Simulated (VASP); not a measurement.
# The low-index faces of Li, part 4 of 4

Which face of Li is cheapest, and which holds its electrons hardest?

VASP 6.6.1; PBEsol; plane waves and PAW (Li).

So far. Step 6 (Relaxing the slab, 9 atoms, face Li(100)): The run ended after 4 ionic steps, 0.009 eV below its first step, once the forces on the free atoms met EDIFFG = -0.03. Step 7 (Vacuum level and density of states, 9 atoms, face …): The vacuum level lies 3.03 eV above the Fermi level at the upper face; both faces agree, as the slab has next to no dipole.

## 8. Surface relaxation, 11 atoms, face Li(111)

System of this step: Li(111). The cell holds 11 atoms: 11 Li. Its edges and angles: a = 4.868 Å, b = 4.868 Å, c = 24.936 Å, α = 90.0°, β = 90.0°, γ = 60.0°. It derives from Li. 11 layers of bcc Li, cut at this functional's lattice. Vacuum lies along c.

Contents of INCAR:

```
SYSTEM = Li
PREC = Normal
ENCUT = 320
EDIFF = 1E-05
NELM = 120
ISMEAR = 1
SIGMA = 0.15
LREAL = .FALSE.
ALGO = Fast
GGA = PS
NBANDS = 16
LORBIT = 11
LWAVE = .FALSE.
LCHARG = .FALSE.
KPAR = 4
IBRION = 2
NSW = 40
ISIF = 2
EDIFFG = -0.03
POTIM = 0.4
MAXMIX = 40
```

Contents of POSCAR:

```
Li
1.0
    4.8677888152      0.0000000000      0.0000000000
    2.4338944076      4.2156287742      0.0000000000
    0.0000000000      0.0000000000     24.9363323107
Li
11
Direct
    0.6666666700      0.6666666700      0.3007659600
    0.0000000000      0.0000000000      0.3406127700
    0.3333333300      0.3333333300      0.3804595800
    0.6666666700      0.6666666700      0.4203063900
    0.0000000000      0.0000000000      0.4601531900
    0.3333333300      0.3333333300      0.5000000000
    0.6666666700      0.6666666700      0.5398468100
    0.0000000000      0.0000000000      0.5796936100
    0.3333333300      0.3333333300      0.6195404200
    0.6666666700      0.6666666700      0.6593872300
    0.0000000000      0.0000000000      0.6992340400
```

Contents of KPOINTS:

```
Automatic mesh
0
Gamma
9 9 1
0 0 0
```

PAW data sets: Li (PBE family, release 64).

Command:

```
$ mpirun -np 4 vasp_std
```

The program printed:

```text
[banner, memory and clock lines left out]
running    4 mpi-ranks, on    1 nodes
[...]
[... a notice as in an earlier step ...]

 LDA part: xc-table for (Slater+PW92), standard interpolation
 POSCAR, INCAR and KPOINTS ok, starting setup
[...]
entering main loop
       N       E                     dE             d eps       ncg     rms          rms(c)
DAV:   1    -0.717022873687E+01   -0.71702E+01   -0.19082E+03   384   0.268E+02
DAV:   2    -0.216598807905E+02   -0.14490E+02   -0.13191E+02   544   0.431E+01
DAV:   3    -0.223914535589E+02   -0.73157E+00   -0.72473E+00   520   0.103E+01
DAV:   4    -0.224256387208E+02   -0.34185E-01   -0.34180E-01   624   0.239E+00
[...]
RMM:  18    -0.200543440342E+02   -0.18234E-04   -0.71767E-06   298   0.933E-03    0.669E-04
RMM:  19    -0.200543559199E+02   -0.11886E-04   -0.23876E-06   261   0.587E-03    0.429E-04
RMM:  20    -0.200543592837E+02   -0.33638E-05   -0.84169E-07   236   0.400E-03
   1 F= -.20054359E+02 E0= -.20051877E+02  d E =-.200544E+02
[... from here on, the cycles between the ionic steps are left out ...]
   2 F= -.20058180E+02 E0= -.20055727E+02  d E =-.382037E-02
   3 F= -.20068709E+02 E0= -.20066346E+02  d E =-.143498E-01
   4 F= -.20085475E+02 E0= -.20083289E+02  d E =-.311154E-01
   5 F= -.20101177E+02 E0= -.20099303E+02  d E =-.468175E-01
   6 F= -.20101414E+02 E0= -.20099574E+02  d E =-.470546E-01
   7 F= -.20104886E+02 E0= -.20103071E+02  d E =-.347200E-02
   8 F= -.20108485E+02 E0= -.20106743E+02  d E =-.707122E-02
[...]
reached required accuracy - stopping structural energy minimisation
```

Run time: 41 s. Hardware: 4 MPI ranks of AMD EPYC 7R43, shared host; peak memory 0.94 GiB; 2.7 min of CPU time.

OUTCAR, selected parts (step 8):

```text
  Total       -0.6800242     -0.6800242     -0.1008936     -0.0000000      0.0000000     -0.0000000
  in kB       -2.1291599     -2.1291599     -0.3158984     -0.0000000      0.0000000     -0.0000000
  external PRESSURE =      -1.5247394 kB  Pullay stress =       0.0000000 kB

 POSITION                                       TOTAL-FORCE (eV/Angst)
 -----------------------------------------------------------------------------------
      4.86779      2.81042      7.45560        -0.000000     -0.000000     -0.008903
      0.00000      0.00000      8.67677        -0.000000     -0.000000      0.011685
      2.43389      1.40521      9.38564        -0.000000      0.000000      0.021233
      4.86779      2.81042     10.39115        -0.000000     -0.000000     -0.006141
      0.00000      0.00000     11.55973         0.000000      0.000000     -0.004698
      2.43389      1.40521     12.46817        -0.000000      0.000000      0.000000
      4.86779      2.81042     13.37660         0.000000      0.000000      0.004698
      0.00000      0.00000     14.54518         0.000000      0.000000      0.006141
      2.43389      1.40521     15.55069         0.000000      0.000000     -0.021233
      4.86779      2.81042     16.25956         0.000000      0.000000     -0.011685
      2.43389      4.21563     17.48074         0.000000      0.000000      0.008903
 -----------------------------------------------------------------------------------
    total drift:                                0.000000      0.000000      0.000000

  FREE ENERGIE OF THE ION-ELECTRON SYSTEM (eV)
  ---------------------------------------------------
  free  energy   TOTEN  =       -20.1084850640 eV

  energy  without entropy=      -20.1032578709  energy(sigma->0) =      -20.10674267

[... 1 part as in an earlier step ...]

[... 3 further parts left out ...]
[key lines of the parts left out:]
E-fermi :  -1.2666
```

The run keeps the 12 symmetry operations of its start, so it cannot find a distortion of lower symmetry.

Relaxation path:

```csv
step,energy less that of the first step (eV),largest force (eV/Å)
1,0.0000,0.1776
2,-0.0038,0.1704
3,-0.0143,0.1492
4,-0.0311,0.1051
5,-0.0468,0.0885
6,-0.0471,0.0949
7,-0.0505,0.0667
8,-0.0541,0.0212
```

The atoms that moved most (Å):

```csv
atom,dx,dy,dz,length
Li2,0.000,0.000,0.183,0.183
Li10,0.000,0.000,-0.183,0.183
Li3,0.000,0.000,-0.102,0.102
Li9,0.000,0.000,0.102,0.102
Li8,0.000,0.000,0.090,0.090
Li4,0.000,0.000,-0.090,0.090
Li7,0.000,0.000,-0.085,0.085
Li5,0.000,0.000,0.085,0.085
```

Final coordinates:

```
Li
1.0
     4.86779    0.00000    0.00000
     2.43389    4.21563    0.00000
     0.00000    0.00000   24.93633
Li
11
Direct
  0.66667 0.66667 0.29899
  0.00000 0.00000 0.34796
  0.33333 0.33333 0.37638
  0.66667 0.66667 0.41671
  0.00000 0.00000 0.46357
  0.33333 0.33333 0.50000
  0.66667 0.66667 0.53643
  0.00000 0.00000 0.58329
  0.33333 0.33333 0.62362
  0.66667 0.66667 0.65204
  0.00000 0.00000 0.70101
```

The run ended after 8 ionic steps, 0.054 eV below its first step, once the forces on the free atoms met EDIFFG = -0.03.

## 9. Potential and states of the slab, 11 atoms, face Li(111)

Contents of INCAR:

```
SYSTEM = Li
PREC = Normal
ENCUT = 320
EDIFF = 1E-06
NELM = 120
ISMEAR = 1
SIGMA = 0.15
LREAL = .FALSE.
ALGO = Fast
GGA = PS
NBANDS = 16
LORBIT = 11
LWAVE = .FALSE.
LCHARG = .TRUE.
KPAR = 4
IDIPOL = 3
LDIPOL = .TRUE.
DIPOL = 0.5 0.5 0.5
LVHAR = .TRUE.
LVACPOTAV = .TRUE.
NEDOS = 1500
```

Contents of POSCAR:

```
Li
1.0
    4.8677888152      0.0000000000      0.0000000000
    2.4338944076      4.2156287742      0.0000000000
    0.0000000000      0.0000000000     24.9363323107
Li
11
Direct
    0.6666666700      0.6666666700      0.2989852382
    0.0000000000      0.0000000000      0.3479568767
    0.3333333300      0.3333333300      0.3763842255
    0.6666666700      0.6666666700      0.4167071736
    0.0000000000      0.0000000000      0.4635696890
    0.3333333300      0.3333333300      0.5000000000
    0.6666666700      0.6666666700      0.5364303110
    0.0000000000      0.0000000000      0.5832928264
    0.3333333300      0.3333333300      0.6236157745
    0.6666666700      0.6666666700      0.6520431233
    0.0000000000      0.0000000000      0.7010147618
```

KPOINTS is that of step 8.

Command:

```
$ mpirun -np 4 vasp_std
```

The program printed:

```text
[... set-up lines as in an earlier step ...]
 entering main loop
       N       E                     dE             d eps       ncg     rms          rms(c)
DAV:   1    -0.712841877145E+01   -0.71284E+01   -0.19086E+03   384   0.268E+02
DAV:   2    -0.216589394444E+02   -0.14531E+02   -0.13277E+02   520   0.432E+01
DAV:   3    -0.224081740016E+02   -0.74923E+00   -0.74157E+00   528   0.104E+01
DAV:   4    -0.224428673319E+02   -0.34693E-01   -0.34686E-01   592   0.241E+00
[...]
RMM:  19    -0.201084841255E+02   -0.11106E-04   -0.27023E-06   410   0.557E-03    0.396E-04
RMM:  20    -0.201084852853E+02   -0.11598E-05   -0.84539E-07   376   0.314E-03    0.232E-04
RMM:  21    -0.201084853903E+02   -0.10504E-06   -0.14343E-07   322   0.173E-03
 [... a notice as in an earlier step ...]

   1 F= -.20108485E+02 E0= -.20106741E+02  d E =-.523201E-02
```

The job ended after 19 s (4 MPI ranks; peak memory 0.84 GiB; 72 s of CPU time).

OUTCAR, selected parts (step 9):

```text
  Total       -0.6793979     -0.6793979     -0.0985611      0.0000000     -0.0000000      0.0000000
  in kB       -2.1271989     -2.1271989     -0.3085953      0.0000000     -0.0000000      0.0000000
  external PRESSURE =      -1.5209977 kB  Pullay stress =       0.0000000 kB

 POSITION                                       TOTAL-FORCE (eV/Angst)
 -----------------------------------------------------------------------------------
      4.86779      2.81042      7.45560         0.000000      0.000000     -0.008876
      0.00000      0.00000      8.67677         0.000000      0.000000      0.011933
      2.43389      1.40521      9.38564         0.000000      0.000000      0.021121
      4.86779      2.81042     10.39115         0.000000      0.000000     -0.006435
      0.00000      0.00000     11.55973         0.000000     -0.000000     -0.004395
      2.43389      1.40521     12.46817         0.000000      0.000000      0.000000
      4.86779      2.81042     13.37660        -0.000000      0.000000      0.004395
      0.00000      0.00000     14.54518         0.000000     -0.000000      0.006435
      2.43389      1.40521     15.55069        -0.000000      0.000000     -0.021121
      4.86779      2.81042     16.25956        -0.000000     -0.000000     -0.011933
      0.00000      0.00000     17.48074        -0.000000     -0.000000      0.008876
 -----------------------------------------------------------------------------------
    total drift:                                0.000000      0.000000      0.000000

  FREE ENERGIE OF THE ION-ELECTRON SYSTEM (eV)
  ---------------------------------------------------
  free  energy   TOTEN  =       -20.1084853903 eV

  energy  without entropy=      -20.1032533796  energy(sigma->0) =      -20.10674139

[... 2 parts as in an earlier step ...]

[... 1 further part left out ...]
[key lines of the parts left out:]
E-fermi :  -1.2673
```

The map of layer states is cut here 0.5 eV above the Fermi level, so it leaves out the states above that.

The vacuum level lies 2.73 eV above the Fermi level at the upper face; both faces agree, as the slab has next to no dipole.

The program found no field-free point at its default tolerance, but its printed level agrees with the flat part of the planar average.

On this mesh the fine structure of the density of states is sampling noise, and high empty states may be cut by the number of bands.

## 10. The faces side by side

This step: surfaces of a metal, PBEsol; plane waves and PAW (VASP 6.6.1).

This step runs nothing: it gathers the runs above.

Symmetric slabs, all atoms free. All faces:

```csv
face,layers,area a surface atom (Å²),work function (eV),surface energy as cut (J/m²),surface energy relaxed (J/m²),change of the top spacing (%)
Li(110),7,8.378,3.212,0.5316,0.5251,-3.75
Li(100),9,11.85,3.029,0.4813,0.4752,4.09
Li(111),11,20.52,2.733,0.5779,0.5568,22.9
```

Each surface energy is the slab's energy less its number of atoms times the bulk energy of -1.9575 eV, over twice the cell's area.

## 11. What came out

| Property | Result |
| --- | --- |
| Li(110) | 0.53 J/m², 3.21 eV |
| Li(100) | 0.48 J/m², 3.03 eV |
| Li(111) | 0.56 J/m², 2.73 eV |

In words: The cheapest face is Li(100) at 0.48 J/m², against 0.53 for Li(110) and 0.56 for Li(111). The work functions are 3.21 eV for Li(110), 3.03 eV for Li(100) and 2.73 eV for Li(111). The densest face has the highest work function, as the smoothing of the electron density over an open face lowers the surface dipole. The densest face is not the cheapest here. The top spacing changes by -3.8 % on Li(110), +4.1 % on Li(100) and +22.9 % on Li(111). One thickness was run for each face, and bulk and slab meshes don't match, which leaves some hundredths of a J/m². The cells are 1 × 1 and can't reconstruct.

[Lines on the potential files, build, host, timing and source positions are cut from VASP's logs without a mark.]

[Logs are printed without paths, hosts, clocks, repeated set-up lines and the standing remarks that a program may print on its own settings, such as how far it seeks lower states.]

[Hosts, paths, dates, database ids (printed as entryN), source tags and the programs' standing remarks are cut or masked in the printed files.]

[Runs that stopped without an error message from VASP are left out.]
